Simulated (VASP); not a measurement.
A convergence study with VASP on PdIn (CsCl type): one setting is varied, all else stays as given below, so the limit is that of these other settings.

```xyz
2
Lattice="3.2500 0.0000 0.0000 0.0000 3.2500 0.0000 0.0000 0.0000 3.2500" Properties=species:S:1:pos:R:3 pbc="T T T"
In     1.6250     1.6250     1.6250
Pd     0.0000     0.0000     0.0000
```

Calculation: PBE GGA, VASP's PBE PAW potentials (set 64) (plane waves; VASP 6.6.1). The tightest run used: 550 eV cut-off, 17×17×17 Monkhorst-Pack mesh, first-order Methfessel-Paxton smearing of 0.10 eV, potentials In_d Pd.

Problem. The settings run are 1×1×1 mesh; 2×2×2 mesh; 3×3×3 mesh; 4×4×4 mesh; 5×5×5 mesh; 6×6×6 mesh; 7×7×7 mesh; 8×8×8 mesh; 9×9×9 mesh; 10×10×10 mesh; 11×11×11 mesh; 12×12×12 mesh; 13×13×13 mesh; 14×14×14 mesh; 15×15×15 mesh; 16×16×16 mesh; 17×17×17 mesh. From which on does the stress (every component) stay within 0.5 GPa of the tightest run?

Solution. From 6×6×6 mesh on: it is off by 0.06 there and by no more than 0.5 in any finer run, while 5×5×5 mesh is off by 0.80.
| setting | E (eV/atom) | pressure (GPa) | irreducible k-points | difference judged (GPa) |
|---|---|---|---|---|
| 1×1×1 mesh | -3.5428 | 13.27 | 1 | 6.72 |
| 2×2×2 mesh | -3.2747 | 15.61 | 1 | 9.06 |
| 3×3×3 mesh | -4.2646 | 5.79 | 4 | 0.76 |
| 4×4×4 mesh | -4.2729 | 7.82 | 4 | 1.27 |
| 5×5×5 mesh | -4.3521 | 7.35 | 10 | 0.80 |
| 6×6×6 mesh | -4.3720 | 6.48 | 10 | 0.06 |
| 7×7×7 mesh | -4.3604 | 6.80 | 20 | 0.25 |
| 8×8×8 mesh | -4.3526 | 6.69 | 20 | 0.14 |
| 9×9×9 mesh | -4.3509 | 6.57 | 35 | 0.02 |
| 10×10×10 mesh | -4.3579 | 6.47 | 35 | 0.07 |
| 11×11×11 mesh | -4.3573 | 6.48 | 56 | 0.07 |
| 12×12×12 mesh | -4.3560 | 6.32 | 56 | 0.22 |
| 13×13×13 mesh | -4.3549 | 6.51 | 84 | 0.04 |
| 14×14×14 mesh | -4.3565 | 6.67 | 84 | 0.12 |
| 15×15×15 mesh | -4.3559 | 6.56 | 120 | 0.01 |
| 16×16×16 mesh | -4.3557 | 6.43 | 120 | 0.12 |
| 17×17×17 mesh | -4.3555 | 6.55 | 165 | 0.00 |

Left out are rungs that failed or repeat a setting and relaxations that didn't move; long series are thinned to 24 rows.

The compound is PdIn in the CsCl type structure. The cell was not relaxed at this level. The electron count is odd and the run is not spin-polarised, which forces a metal.
